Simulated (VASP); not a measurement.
```
CsPbCl3
1.0
    5.77590     0.00000     0.00000
    0.00000     5.77590     0.00000
    0.00000     0.00000     5.77590
Cs Pb Cl
1 1 3
Direct
  0.00000   0.00000   0.00000
  0.50000   0.50000   0.50000
  0.50000   0.00000   0.50000
  0.00000   0.50000   0.50000
  0.50000   0.50000   0.00000
```

These are PBE GGA with D3 dispersion (Becke-Johnson damping), VASP's PBE PAW potentials (set 64) (plane waves; VASP 6.6.1) values and carry that method's errors. Numerical set-up: 520 eV cut-off, 4×4×4 Γ-centred mesh, Gaussian smearing of 0.050 eV, potentials Cs_sv Pb_d Cl.

Q: Give the stress tensor in GPa (positive for a compressed cell).

A: 
```
-1.18   0.00   0.00
 0.00  -1.18   0.00
 0.00   0.00  -1.18
```
The pressure is its mean diagonal, -1.18 GPa.

The compound is CsPbCl3 in the cubic perovskite structure, the ideal cubic form; the compound distorts at low or room temperature. This cell is one point of a volume scan, at 1.06 of the reference volume.
